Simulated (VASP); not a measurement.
Here is the system:

```yaml
crystal:
  lattice:
    - [0.00000, 2.38903, 2.38903]
    - [2.38903, 0.00000, 2.38903]
    - [2.38903, 2.38903, 0.00000]
  atoms:
    - { symbol: B, position: [0.00000, 0.00000, 0.00000] }
    - { symbol: As, position: [0.25000, 0.25000, 0.25000] }
```

These are PBEsol GGA, VASP's PBE PAW potentials (set 64) (plane waves; VASP) values and carry that method's errors. Numerical set-up: 520 eV cut-off, Gaussian smearing of 0.050 eV, potentials B As.

### Question
Give the energies of bands 2 to 7 at the high-symmetry points, in eV from the valence-band maximum.

### Answer

```json
[
 {"band": "2", "Γ": "0.00", "X": "-8.53", "U": "-8.14", "L": "-8.83", "W": "-8.05"},
 {"band": "3", "Γ": "0.00", "X": "-4.10", "U": "-6.01", "L": "-1.83", "W": "-5.54"},
 {"band": "4", "Γ": "0.00", "X": "-4.10", "U": "-3.51", "L": "-1.83", "W": "-5.25"},
 {"band": "5", "Γ": "3.24", "X": "1.31", "U": "1.94", "L": "2.65", "W": "5.16"},
 {"band": "6", "Γ": "3.24", "X": "1.34", "U": "5.47", "L": "4.72", "W": "5.90"},
 {"band": "7", "Γ": "3.24", "X": "11.34", "U": "9.18", "L": "4.72", "W": "6.67"}
]
```

The gap is indirect, 1.08 eV, from the valence maximum at Γ to the conduction minimum at Γ-X at 0.79.

The structure was generated: BAs was put into the zinc blende type (F-43m), which need not be its known phase. It was relaxed first, which changed the volume by +6 %.
